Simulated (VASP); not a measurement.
VASP input:

**POSCAR**
```
Ta
1
   -1.6500000000     1.6500000000     1.6500000000
    1.6500000000    -1.6500000000     1.6500000000
    1.6500000000     1.6500000000    -1.6500000000
Ta
1
Direct
  0.0000000000   0.0000000000   0.0000000000
```

### INCAR
```
SYSTEM = Ta
PREC = Accurate
ENCUT = 400
EDIFF = 1E-6
NELM = 100
ALGO = Normal
LREAL = .FALSE.
LASPH = .TRUE.
ISMEAR = 1
SIGMA = 0.1
GGA = PE
LMAXMIX = 6
LWAVE = .FALSE.
LCHARG = .FALSE.
ISIF = 2
```

**KPOINTS**
```
Automatic mesh
0
Monkhorst-Pack
12 11 6
0 0 0
```

POTCAR, in this order: Ta_pv (PBE.64 set). Program: vasp_std.

**Question.** What happens when VASP runs on this input?

**Answer.** There is a fault: the mesh has unequal divisions along equivalent axes and breaks the lattice's symmetry. The run ends without an error. Against the sound run, the energy per atom (σ→0) decreases by 0.019 eV/atom; the pressure goes up by 0.80 GPa.

**standard output**
```
 POSCAR found type information on POSCAR Ta
 POSCAR found :  1 types and       1 ions
 Reading from existing POTCAR
 Reading from existing POTCAR
 LDA part: xc-table for (Slater+PW92), standard interpolation

 -----------------------------------------------------------------------------
|                                                                             |
|           W    W    AA    RRRRR   N    N  II  N    N   GGGG   !!!           |
|           W    W   A  A   R    R  NN   N  II  NN   N  G    G  !!!           |
|           W    W  A    A  R    R  N N  N  II  N N  N  G       !!!           |
|           W WW W  AAAAAA  RRRRR   N  N N  II  N  N N  G  GGG   !            |
|           WW  WW  A    A  R   R   N   NN  II  N   NN  G    G                |
|           W    W  A    A  R    R  N    N  II  N    N   GGGG   !!!           |
|                                                                             |
|     Your reciprocal lattice and k-lattice belong to different lattice       |
|     classes:                                                                |
|                                                                             |
|        The reciprocal lattice is face-centered cubic,                       |
|        whereas your k-lattice is triclinic.                                 |
|                                                                             |
|     Results are often still useful ...                                      |
|                                                                             |
 -----------------------------------------------------------------------------

 POSCAR, INCAR and KPOINTS ok, starting setup
 WAVECAR not read
 entering main loop
       N       E                     dE             d eps       ncg     rms          rms(c)
DAV:   1     0.371642175445E+02    0.37164E+02   -0.57983E+03  6858   0.962E+02
DAV:   2    -0.117173334956E+02   -0.48882E+02   -0.48086E+02  8659   0.218E+02
DAV:   3    -0.122727016675E+02   -0.55537E+00   -0.54612E+00  7789   0.240E+01
DAV:   4    -0.122757549947E+02   -0.30533E-02   -0.30460E-02  7787   0.158E+00
DAV:   5    -0.122757762456E+02   -0.21251E-04   -0.21249E-04  7693   0.108E-01    0.136E+01
DAV:   6    -0.119267705628E+02    0.34901E+00   -0.39198E-01  7124   0.765E+00    0.668E+00
DAV:   7    -0.118207557035E+02    0.10601E+00   -0.32430E-01  7189   0.660E+00    0.394E-01
DAV:   8    -0.118194842361E+02    0.12715E-02   -0.35166E-03  7545   0.757E-01    0.706E-02
DAV:   9    -0.118194697381E+02    0.14498E-04   -0.80079E-05  7330   0.117E-01    0.329E-02
DAV:  10    -0.118194644109E+02    0.53272E-05   -0.42567E-06  7679   0.294E-02    0.503E-03
DAV:  11    -0.118194644922E+02   -0.81319E-07   -0.21574E-07  3727   0.660E-03
   1 F= -.11819464E+02 E0= -.11819438E+02  d E =-.809553E-04
```

**OUTCAR**
```
------------------------ aborting loop because EDIFF is reached ----------------------------------------
  FORCE on cell =-STRESS in cart. coord.  units (eV):
  Direction    XX          YY          ZZ          XY          YZ          ZX
  --------------------------------------------------------------------------------------
  Total        0.3643855      0.3643855      0.3643855      0.0000000      0.0000000      0.0000000
  in kB       32.4907593     32.4907593     32.4907593      0.0000000      0.0000000      0.0000000
  external PRESSURE =      32.4907593 kB  Pullay stress =       0.0000000 kB
  volume of cell :       17.97
      direct lattice vectors                 reciprocal lattice vectors
    -1.650000000  1.650000000  1.650000000     0.000000000  0.303030303  0.303030303
     1.650000000 -1.650000000  1.650000000     0.303030303  0.000000000  0.303030303
     1.650000000  1.650000000 -1.650000000     0.303030303  0.303030303  0.000000000
 POSITION                                       TOTAL-FORCE (eV/Angst)
 -----------------------------------------------------------------------------------
      0.00000      0.00000      0.00000        -0.000000     -0.000000     -0.000000
 -----------------------------------------------------------------------------------
    total drift:                                0.000000     -0.000000      0.000000
  FREE ENERGIE OF THE ION-ELECTRON SYSTEM (eV)
  ---------------------------------------------------
  free  energy   TOTEN  =       -11.8194644922 eV

  energy  without entropy=      -11.8193835369  energy(sigma->0) =      -11.81943751
```
(Selected blocks of OUTCAR.)

To mend it, correct KPOINTS.
### KPOINTS
```
Automatic mesh
0
Gamma
12 12 12
0 0 0
```
The mended run (PBE GGA, plane waves, VASP's PBE PAW potentials (set 64)) converges, and its OSZICAR ends with
```
   1 F= -.11800696E+02 E0= -.11800338E+02  d E =-.107287E-02
```

The compound is Ta in the bcc structure. The cell was not relaxed at this level.
